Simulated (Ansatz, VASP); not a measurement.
Two plane-wave programs on ReSbN

```xyz
6
Lattice="3.4321 0.0000 0.0000 0.0000 3.4321 0.0000 0.0000 0.0000 8.5926" Properties=species:S:1:pos:R:3 pbc="T T T"
Re   -0.0034    1.7403    7.5029
Re    1.7061    0.0215    1.0972
Sb   -0.0052    1.6801    2.8500
Sb    1.7195    0.0107    5.7043
N     0.0550   -0.0315    0.0156
N     1.6842    1.7112   -0.0306
```

Change from the starting cell: atoms moved at random, drawn with an rms of 0.05 Å.

Alike in both runs: task single point; functional PBE; k mesh 8 × 8 × 3; occupations fermi-dirac, width 0.05 eV; no spin polarisation.

```csv
,VASP,Ansatz
version,VASP 6.6.1,Ansatz 0.2.0
potentials or method,"VASP PAW PBE potentials, release 64 (Re, Sb, N)",Ansatz PAW
plane-wave cutoff (eV),520,420
valence electrons in the cell,34,70
```

Ansatz gave:

| Item | Value |
| --- | --- |
| gap on the k mesh at the Fermi level (eV) | none |
| pressure (GPa) | -1.2 |
| largest component of the traceless stress (GPa) | 2.23 |
| rms of the force components (eV/Å) | 0.570 |

Which values does VASP return?

gap on the k mesh at the Fermi level (eV): none; pressure (GPa): 0.2; largest component of the traceless stress (GPa): 2.49; rms of the force components (eV/Å): 0.595.

Atom by atom the forces differ by 0.126 eV/Å (rms over components). A gap of «none» marks a metal or a gap that the smearing closes. The two sets of potentials don't hold the same shells in valence.

The runs have no spin-orbit coupling, so splittings on Re, Sb are missing.
